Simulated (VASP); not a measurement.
Consider the following.

```xyz
2
Lattice="0.0000 3.1828 3.1828 3.1828 0.0000 3.1828 3.1828 3.1828 0.0000" Properties=species:S:1:pos:R:3 pbc="T T T"
Te     3.1828     3.1828     3.1828
Pb     0.0000     0.0000     0.0000
```

The numbers are results of r2SCAN+rVV10, VASP's PBE PAW potentials (set 64) (plane waves; VASP), not measurements. Run with 520 eV cut-off, 7×7×7 Γ-centred mesh, Gaussian smearing of 0.050 eV, potentials Te Pb_d.

Problem. Estimate the energy per atom (σ→0), pressure.

Solution. 
The energy per atom (σ→0) is -41.052 eV/atom and the pressure is 3.16 GPa.

Only differences to runs with the same potentials and settings are physical.

The compound is PbTe in the rock salt structure. This cell is one point of a volume scan, at 0.94 of the reference volume.
